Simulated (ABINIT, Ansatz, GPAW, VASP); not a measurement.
**One calculation of Cu3O2, 4 ways**

```xyz
5
Lattice="-2.0230 2.0230 3.6736 2.0230 -2.0230 3.6736 2.0230 2.0230 -3.6736" Properties=species:S:1:pos:R:3 pbc="T T T"
Cu    0.0000    0.0000    0.0000
Cu    0.0000    2.0230    1.8368
Cu    2.0230    0.0000    1.8368
O     0.0000    2.0230    0.0000
O     2.0230    0.0000    0.0000
```

The cell comes from a database or a generator and needn't be the stable form of this composition.

Alike in all runs: task single point; functional PBEsol; k mesh 9 × 9 × 9; occupations fermi-dirac, width 0.05 eV; no spin polarisation; no spin-orbit coupling. Pressure is positive in compression and, in plane waves, holds the error of the finite cutoff.

| program and potentials | plane-wave cutoff (eV) | notes | pressure (GPa) |
| --- | --- | --- | --- |
| ABINIT, JTH PAW PBE v2.0 | 707 | potentials made for PBE; 13.8 valence electrons an atom on average | -5.89 |
| Ansatz, all-electron LAPW, scalar-relativistic | - | - | -6.19 |
| VASP, PBE PAW files Cu, O, 520 eV | 520 | potentials made for PBE; 9 valence electrons an atom on average | ? |
| GPAW, PAW data sets generated for this functional | 800 | 9 valence electrons an atom on average; this data set often lies off other programs | -3.90 |

Question: Estimate from the other rows what the run with VASP, PBE PAW files Cu, O, 520 eV gave.

Answer: Pressure -5.45 GPa. The other rows, which needn't bracket it: pressure -6.19 to -3.90.
